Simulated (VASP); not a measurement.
An input for Quantum ESPRESSO's pw.x (written as the equivalent of a VASP run, and not itself run):

```
&CONTROL
  calculation = 'scf'
  pseudo_dir = './pseudo'
  outdir = './out'
  tprnfor = .true.
  tstress = .true.
/
&SYSTEM
  ibrav = 0
  nat = 6
  ntyp = 2
  ecutwfc = 68
  occupations = 'smearing'
  smearing = 'gaussian'
  degauss = 0.000735
  input_dft = 'pbesol'
/
&ELECTRONS
  conv_thr = 7.3e-08
  electron_maxstep = 100
/
ATOMIC_SPECIES
  Ca 40.078 Ca.upf
  Cl 35.450 Cl.upf
CELL_PARAMETERS angstrom
     6.3113600    0.0000000    0.0000000
     0.0000000    6.4656700    0.0000000
     0.0000000    0.0000000    4.1787900
ATOMIC_POSITIONS crystal
  Ca   0.4965420  0.5045010  0.5136650
  Ca  -0.0020750  0.0095460 -0.0082600
  Cl   0.7801200  0.1635170  0.5180310
  Cl   0.2194120  0.8215060  0.4939510
  Cl   0.2829900  0.3219990  0.0019560
  Cl   0.7230100  0.6789310 -0.0193430
K_POINTS automatic
  3 3 5 0 0 0
```

### Question
Translate this input to VASP (INCAR, KPOINTS, POSCAR, choice of POTCAR).

### Answer
This is not unique; one that fits is 
### KPOINTS
```
Automatic mesh
0
G
3 3 5
```

**INCAR**
```
SYSTEM=CaCl2
LREAL=F   # projection in real space or not
LWAVE=F
SIGMA=0.01   # width (eV)
LCHARG=F
ISIF=2   # forces and stress, cell fixed
LASPH=T   # aspherical one-centre terms
PREC=Accurate
GGA=PS
NELM=100
ALGO=Normal
EDIFF=1E-6
ENCUT=300
ISMEAR=0
```

**POSCAR**
```
CaCl2
1
    6.3113600000     0.0000000000     0.0000000000
    0.0000000000     6.4656700000     0.0000000000
    0.0000000000     0.0000000000     4.1787900000
Ca Cl
2 4
Direct
  0.4965420000   0.5045010000   0.5136650000
 -0.0020750000   0.0095460000  -0.0082600000
  0.7801200000   0.1635170000   0.5180310000
  0.2194120000   0.8215060000   0.4939510000
  0.2829900000   0.3219990000   0.0019560000
  0.7230100000   0.6789310000  -0.0193430000
```

POTCAR, in this order: Ca_sv Cl (PBE.64 set). Program: vasp_std.

What does not carry over: the potentials are each code's own (VASP's PAW set, PseudoDojo norm-conserving files in pw.x), so ENCUT and ecutwfc are chosen apart and not converted; conv_thr bounds pw.x's estimated SCF error, while EDIFF bounds the energy change between steps.

The structure comes from a computed database's CaCl2 entry; how it stands against other phases isn't given here. The cell was not relaxed at this level, atoms are displaced from their ideal sites.
